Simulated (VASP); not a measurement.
Method: LDA (Ceperley-Alder, Perdew-Zunger), VASP's LDA PAW potentials (set 64) (plane waves; VASP).

The input files of a VASP run:

**INCAR**
```
# general
SYSTEM  = Na
PREC    = Accurate
ENCUT   = 500
LREAL   = .FALSE.
LASPH   = .TRUE.

# electronic loop
EDIFF   = 1E-6
NELM    = 100
ALGO    = Normal

# smearing
ISMEAR  = 1
SIGMA   = 0.1

# ions
IBRION  = 2
NSW     = 40
ISIF    = 3
EDIFFG  = -0.02
PSTRESS = 450

# output
LWAVE   = .FALSE.
LCHARG  = .FALSE.
```

**KPOINTS**
```
Automatic mesh
0
Gamma
16 16 16
0 0 0
```

### POSCAR
```
Na
1
   -1.5705595494     1.5705595494     1.5705595494
    1.5705595494    -1.5705595494     1.5705595494
    1.5705595494     1.5705595494    -1.5705595494
Na
1
Direct
  0.0000000000   0.0000000000   0.0000000000
```

POTCAR, in this order: Na_pv (LDA.64 set). Program: vasp_std.

Energy and stress use the plane-wave basis of the starting cell.

Question: Estimate the energy per atom (σ→0), volume per atom, band gap (on the k-mesh).

Answer: 
The energy per atom (σ→0) is -0.147 eV/atom and the band gap (on the k-mesh) comes out as none (metal, semimetal or under 0.01 eV). The volume per atom is 13.68 Å³/atom.

OSZICAR:
```
...
DAV:   1    -0.484361101609E+00   -0.73974E+00   -0.11663E+01  2030   0.878E+01    0.366E+00
DAV:   2    -0.242145336151E+00    0.24222E+00   -0.25150E-01  2058   0.119E+01    0.190E+00
DAV:   3    -0.152895475015E+00    0.89250E-01   -0.13455E-01  2352   0.824E+00    0.151E-01
DAV:   4    -0.147243378670E+00    0.56521E-02   -0.82401E-03  2142   0.224E+00    0.299E-02
DAV:   5    -0.147232867608E+00    0.10511E-04   -0.84284E-05  2310   0.185E-01    0.116E-02
DAV:   6    -0.147193418047E+00    0.39450E-04   -0.41425E-05  2170   0.160E-01    0.176E-03
DAV:   7    -0.147193341449E+00    0.76597E-07   -0.11125E-07  1141   0.621E-03
   3 F= 0.36941281E+01 E0= 0.36942903E+01  d E =-.927709E-01
```

The compound is Na in the bcc structure. This run relaxes it under an external pressure of 45 GPa. Symmetry was kept, so distortions that lower it aren't found.
